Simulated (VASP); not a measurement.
Here is the system:

```
CELL_PARAMETERS angstrom
      4.37340     2.18670     2.18670
      2.18670     4.37340     2.18670
      2.18670     2.18670     4.37340
ATOMIC_POSITIONS crystal
  Mn 0.00000 0.00000 0.00000
  Mn 0.50000 0.50000 0.50000
  O  0.25000 0.25000 0.25000
  O  0.75000 0.75000 0.75000
```
Starting moments (μB, in the order of the record's atoms Mn Mn O O): 5.0 -5.0 0.0 0.0.

These are PBE GGA, VASP's PBE PAW potentials (set 64) (plane waves; VASP 6.6.1) values and carry that method's errors. Numerical set-up: 400 eV cut-off, 7×7×7 Γ-centred mesh, Fermi-Dirac smearing of 0.010 eV, potentials Mn_pv O.

At this cut-off the stress carries a Pulay error, which pulls relaxed volumes low.

Task: Give the stress tensor in GPa (positive for a compressed cell).

Result: 
```
 1.83  -2.13  -2.13
-2.13   1.83  -2.13
-2.13  -2.13   1.83
```
The pressure is its mean diagonal, 1.83 GPa.

The structure is a typed MnO crystal. The cell was not relaxed at this level.
